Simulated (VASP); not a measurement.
A cell of CdSe (wurtzite) near equilibrium:

```
CELL_PARAMETERS angstrom
      2.19221    -3.79702     0.00000
      2.19221     3.79702     0.00000
      0.00000     0.00000     7.13745
ATOMIC_POSITIONS crystal
  Cd 0.66667 0.33333 0.50010
  Cd 0.33333 0.66667 0.00010
  Se 0.66667 0.33333 0.87590
  Se 0.33333 0.66667 0.37590
```

The numbers are results of PBE GGA, VASP's PBE PAW potentials (set 64) (plane waves; VASP), not measurements.

```tsv
run	ΔE (meV/atom)	σxx	σyy	σzz	largest shear component, with its sign (GPa)	gap (eV)
as it is	0.0	0.24	0.24	0.42	0.00	0.55
after one change	3.1	-1.36	-1.36	-0.14	0.00	0.49
```
Stress is in GPa, positive when the cell is compressed; gaps are those on the k-mesh, and 0.00 means metallic.

Problem. What was changed between the two runs?
A) biaxial strain of -1.0 % in the yz plane
B) biaxial strain of +1.5 % in the xy plane
C) isotropic strain of -0.5 %
D) uniaxial strain of +1.5 % along x

Solution. B, biaxial strain of +1.5 % in the xy plane

The compound is CdSe in the wurtzite structure.
